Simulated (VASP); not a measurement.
```
CELL_PARAMETERS angstrom
      4.71385    -2.50323    -0.00416
      4.71385     2.50323    -0.00416
      3.38819     0.00000     4.12392
ATOMIC_POSITIONS crystal
  Ga 0.85587 0.85587 0.85587
  Ga 0.35587 0.35587 0.35587
  Ga 0.14413 0.14413 0.14413
  Ga 0.64413 0.64413 0.64413
  O  0.44717 0.05283 0.75000
  O  0.05283 0.75000 0.44717
  O  0.55283 0.94717 0.25000
  O  0.25000 0.55283 0.94717
  O  0.94717 0.25000 0.55283
  O  0.75000 0.44717 0.05283
```

The numbers are results of PBEsol GGA, VASP's PBE PAW potentials (set 64) (plane waves; VASP), not measurements. Settings: 520 eV cut-off, 6×6×6 Γ-centred mesh, tetrahedra with Blöchl corrections, potentials Ga_d O.

Q: Predict the energy per atom (σ→0).

A: 
* **energy per atom (σ→0)**: -6.381 eV/atom

The absolute energy has meaning only against runs of the same code, potentials and settings.

The compound is Ga2O3 in the corundum structure, the metastable α form; monoclinic β is stable. It was relaxed first.
